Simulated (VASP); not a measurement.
A run of VASP 6.6.1:

File INCAR:

```
SYSTEM = BePd
ALGO     = Normal         ! electronic algorithm
EDIFF    = 1E-7           ! SCF threshold, eV
ENCUT    = 520            ! plane-wave cutoff, eV
ISIF     = 2              ! what is computed and relaxed
ISMEAR   = -1             ! smearing method
LASPH    = .True.         ! aspherical terms in the spheres
LCHARG   = .True.         ! write CHGCAR
LELF     = .True.         ! ELF
LREAL    = .False.        ! projectors in reciprocal space
LVHAR    = .True.       
LWAVE    = .False.        ! write WAVECAR
NBANDS   = 13             ! bands
NELM     = 80             ! most SCF steps
PREC     = Accurate       ! precision mode
SIGMA    = 0.2            ! smearing width, eV
```

Contents of KPOINTS:

```
k-points
0
Gamma
  8 8 8
  0 0 0
```

The input POSCAR:

```
BePd
1.0
    2.8130000000      0.0000000000      0.0000000000
    0.0000000000      2.8130000000      0.0000000000
    0.0000000000      0.0000000000      2.8130000000
Be Pd
1 1
Direct
    0.0000000000      0.0000000000      0.0000000000
    0.5000000000      0.5000000000      0.5000000000
```

Potentials or basis: VASP PAW LDA potentials, release 64 (Be, Pd).

Command:

```console
$ cat potpaw_LDA.64/Be/POTCAR potpaw_LDA.64/Pd/POTCAR > POTCAR
$ mpirun -np 1 vasp_std > vasp.out
```

Hardware: 1 thread of AMD EPYC 7R13 Processor (Zen 3) (shared host).

Problem. Estimate the wall time of this run.

Solution. It took 8.3 s on 1 thread of AMD EPYC 7R13 Processor (Zen 3), on a shared host, peak memory 0.1 GiB. Counts: scf iterations 12, k points 35.
